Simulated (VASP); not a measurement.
Input:

```
CELL_PARAMETERS angstrom
      0.00000     3.21000     3.38237
      3.33972     0.00000     3.38237
      3.33972     3.21000     0.00000
ATOMIC_POSITIONS crystal
  Rb 0.00000 0.00000 0.00000
  Cl 0.49130 0.50870 0.50870
```

All values below come from PBE GGA, VASP's PBE PAW potentials (set 64) (plane waves; VASP). Settings: 450 eV cut-off, 6×6×6 Γ-centred mesh, Gaussian smearing of 0.050 eV, potentials Rb_sv Cl.

Q: What does the run give for the energy per atom (σ→0), band gap (on the k-mesh) with the smallest direct gap where there is one?

A: 
| Property | Value |
|---|---|
| band gap (on the k-mesh) | 4.89 eV |
| smallest direct gap (on the k-mesh) | 4.89 eV |
| energy per atom (σ→0) | -3.329 eV/atom |

The compound is RbCl in the rock salt structure. The cell was not relaxed at this level, atoms are displaced from their ideal sites. The run is one of a series of settings (ENCUT = 450 against the base run), some of them coarse on purpose.
